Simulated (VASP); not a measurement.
Data:

```
CELL_PARAMETERS angstrom
      0.00000     3.10577     3.06791
      3.16760     0.00000     3.06791
      3.16760     3.10577     0.00000
ATOMIC_POSITIONS crystal
  Ba 0.00000 0.00000 0.00000
  F  0.25000 0.25000 0.25000
  F  0.74350 0.75650 0.75650
```

Computed with PBE GGA, VASP's PBE PAW potentials (set 64) (plane waves; VASP). Settings: 520 eV cut-off, 6×6×6 Γ-centred mesh, second-order Methfessel-Paxton smearing of 0.020 eV, potentials Ba_sv F.

Estimate the energy per atom (σ→0), pressure, largest force.

```
Quantity                        Value
---------------------  --------------
energy per atom (σ→0)  -5.704 eV/atom
pressure                     1.55 GPa
largest force              0.120 eV/Å
```

The compound is BaF2 in the fluorite structure. The cell was not relaxed at this level, atoms are displaced from their ideal sites. The run is one of a series of settings (ISMEAR = 2, SIGMA = 0.02 against the base run), some of them coarse on purpose.
